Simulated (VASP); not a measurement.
A VASP calculation is set up with these files.

**POSCAR**
```
TaC
1
    0.0000000000     2.2746000000     2.2746000000
    2.2746000000     0.0000000000     2.2746000000
    2.2746000000     2.2746000000     0.0000000000
Ta C
1 1
Direct
  0.0000000000   0.0000000000   0.0000000000
  0.5000000000   0.5000000000   0.5000000000
```

INCAR:
```
ISIF  =  2   # forces and stress, cell fixed
GGA  =  PE   # PBE
SYSTEM  =  TaC
PREC  =  Accurate
ISMEAR  =  1   # Methfessel-Paxton
LREAL  =  F   # projection in real space or not
SIGMA  =  0.1
LCHARG  =  F
LMAXMIX  =  6   # l cut-off of mixed one-centre charges
ENCUT  =  520   # plane-wave cut-off (eV)
LWAVE  =  F
ALGO  =  Damped
NELM  =  100   # most electronic steps
LASPH  =  T   # aspherical one-centre terms
EDIFF  =  1E-6   # SCF stop (eV)
```

File KPOINTS:
```
Automatic mesh
0
Gamma
12 12 12
0 0 0
```

POTCAR, in this order: Ta_pv C (PBE.64 set). Program: vasp_std.

Question: Write an equivalent input for Quantum ESPRESSO's pw.x.

Answer: One equivalent input (not run):
```
&CONTROL
  calculation = 'scf'
  pseudo_dir = './pseudo'
  outdir = './out'
  tprnfor = .true.
  tstress = .true.
/
&SYSTEM
  ibrav = 0
  nat = 2
  ntyp = 2
  ecutwfc = 82
  occupations = 'smearing'
  smearing = 'methfessel-paxton'
  degauss = 0.00735
  input_dft = 'pbe'
/
&ELECTRONS
  conv_thr = 7.3e-08
  electron_maxstep = 100
/
ATOMIC_SPECIES
  Ta 180.948 Ta.upf
  C 12.011 C.upf
CELL_PARAMETERS angstrom
     0.0000000    2.2746000    2.2746000
     2.2746000    0.0000000    2.2746000
     2.2746000    2.2746000    0.0000000
ATOMIC_POSITIONS crystal
  Ta   0.0000000  0.0000000  0.0000000
  C    0.5000000  0.5000000  0.5000000
K_POINTS automatic
  12 12 12 0 0 0
```
The two are equivalent in intent, not identical: the potentials are each code's own (VASP's PAW set, PseudoDojo norm-conserving files in pw.x), so ENCUT and ecutwfc are chosen apart and not converted; conv_thr bounds pw.x's estimated SCF error, while EDIFF bounds the energy change between steps.

The compound is TaC in the rock salt structure. The cell was not relaxed at this level. The run is one of a series of settings (ALGO = Damped against the base run), some of them coarse on purpose.
